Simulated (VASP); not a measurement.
```
CELL_PARAMETERS angstrom
      0.00000     3.08111     3.08111
      3.08111     0.00000     3.08111
      3.08111     3.08111     0.00000
ATOMIC_POSITIONS crystal
  Ba 0.00000 0.00000 0.00000
  F  0.25000 0.25000 0.25000
  F  0.75000 0.75000 0.75000
```

Calculation: LDA (Ceperley-Alder, Perdew-Zunger), VASP's LDA PAW potentials (set 64) (plane waves; VASP). Numerical set-up: 400 eV cut-off, 9×9×9 Γ-centred mesh, Gaussian smearing of 0.010 eV, potentials Ba_sv F.

At this cut-off the stress carries a Pulay error, which pulls relaxed volumes low.

### Question
What does the run give for the energy per atom (σ→0), pressure?

### Answer

The energy per atom (σ→0) is -6.216 eV/atom. The pressure is -8.38 GPa.

Only differences to runs with the same potentials and settings are physical.

The structure comes from a computed database's BaF2 entry; how it stands against other phases isn't given here. The cell was not relaxed at this level.
